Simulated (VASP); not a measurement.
**NbTe under changes of volume**

One of the cells (20.503 Å³/atom); the others are scaled copies at fixed shape and fractional positions:

```
Nb Te
1.0
     3.44839    0.00000    0.00000
     0.00000    3.44839    0.00000
     0.00000    0.00000    3.44839
Nb Te
1 1
Direct
  0.50000 0.50000 0.50000
  0.00000 0.00000 0.00000
```

The cell was built by a generator and needn't be a form met in nature.

| Quantity | Value |
| --- | --- |
| Program | VASP 6.6.1 |
| Functional | PBE |
| Potentials or basis | VASP PAW PBE potentials, release 64 (Nb_sv, Te) |
| Cutoff | 520 eV |
| k mesh | 8 × 8 × 8 |
| Occupations | fermi-dirac, width 0.05 eV |
| Spin | no spin polarisation |

```csv
volume (Å³/atom),energy over the lowest point (meV/atom),pressure (GPa)
18.895,28.52,9.2
19.297,?,?
19.699,0.00,2.6
20.503,1.05,-2.7
20.905,10.74,-4.9
21.307,25.66,-6.8
```

What does the run at 19.297 Å³/atom give?

Energy over the lowest point 10.13 meV/atom; pressure 5.7 GPa.

Worked out: A Birch-Murnaghan fit of order 3 (a polynomial in V^(-2/3)) to the other rows has its minimum at 20.06 Å³/atom with B0 = V·E''(V) = 132 GPa and B' = 4.7. It gives 10.13 meV/atom at 19.297 Å³/atom, against the run's 10.13, and -dE/dV = 5.6 GPa, against 5.7.

Energies are extrapolated to zero smearing.
